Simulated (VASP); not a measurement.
These are PBE GGA, VASP's PBE PAW potentials (set 64) (plane waves; VASP) values and carry that method's errors.

VASP ran on this input.

### POSCAR
```
ZrS2
1
    1.8413462591    -3.1893052977     0.0000000000
    1.8413462591     3.1893052977     0.0000000000
    0.0000000000    -0.0000000000     6.5466249694
Zr S
1 2
Direct
  0.0000000000   1.0000000000   0.0000000000
  0.3333330000   0.6666670000   0.2215974614
  0.6666670000   0.3333330000   0.7784025386
```

### INCAR
```
SYSTEM = ZrS2
PREC = Accurate
ENCUT = 400
EDIFF = 1E-6
NELM = 100
ALGO = Normal
LREAL = .FALSE.
LASPH = .TRUE.
ISMEAR = 0
SIGMA = 0.05
GGA = PE
LMAXMIX = 4
LWAVE = .FALSE.
LCHARG = .FALSE.
IBRION = 2
ISIF = 3
NSW = 60
EDIFFG = -0.01
```

### KPOINTS
```
Automatic mesh
0
Gamma
  8 8 4
```

POTCAR, in this order: Zr_sv S (PBE.64 set). Program: vasp_std.

### Question
What will the output report for the number of irreducible k-points (NKPTS), number of bands (NBANDS), largest plane-wave count, number of space-group operations, FFT grid (NGX, NGY, NGZ)?

### Answer

```yaml
number of irreducible k-points (NKPTS): 35
number of bands (NBANDS): 16
largest_plane_wave_count: 1412
number_of_space_group_operations: 12
FFT grid (NGX, NGY, NGZ): 24 × 24 × 48
```

The compound is ZrS2 in the 1T layered structure. It was relaxed first, which changed the volume by +14 %. The start is the result of an earlier pass.
